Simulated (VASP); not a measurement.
## Hf₂Ti₂N₄ (ordered alloy cell): computed properties

All values below come from PBEsol GGA, VASP's PBE PAW potentials (set 64) (plane waves; VASP).

* **space group**: R-3m (166)
* **cell**: a = b = 3.0910 Å, c = 30.0397 Å, α = β = 90.00°, γ = 120.00°
* **volume per atom**: 10.36 Å³/atom
* **band gap (over mesh and band path)**: none (metal, semimetal or under 0.01 eV)
* **density**: 10.20 g/cm³

```
HfTiN2
1.0
    0.00000     2.18567     2.18567
    2.18567     0.00000     2.18567
    8.69536     8.69536     0.04730
Ti N Hf
2 4 2
Cartesian
  2.23688   2.23688   4.32011
  2.12263   2.12263   0.06304
  2.17975   2.17975   2.19158
  4.28267   4.28267   2.27432
  6.52743   6.52743   2.21523
  8.77219   8.77219   2.15613
  4.30172   4.30172   0.06961
  8.75315   8.75315   4.36084
```

Unless said otherwise, spin-orbit coupling is left out, though it shifts the bands of the heavy elements here.

The structure was generated: Hf2Ti2N4 was put into an ordered model structure (R-3m), which need not be its known phase. It was relaxed first. Symmetry was kept, so distortions that lower it aren't found.
